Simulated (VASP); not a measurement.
Energy against volume of NaF (rock salt). Calculation: optB86b-vdW, VASP's PBE PAW potentials (set 64) (plane waves; VASP).

| V (Å³/atom) | E (eV/atom) |
|---|---|
| 11.693 | -2.29922 |
| 12.066 | -2.30626 |
| 12.440 | -2.30912 |
| 12.813 | -2.30845 |
| 13.186 | -2.30476 |

Fit a third-order Birch-Murnaghan equation of state.

| Property | Value |
|---|---|
| volume per atom | 12.55 Å³/atom |
| bulk modulus | 48.7 GPa |
| pressure derivative of the bulk modulus | 4.42 |
| lattice constant a | 4.647 Å |

The compound is NaF in the rock salt structure. It was relaxed first.
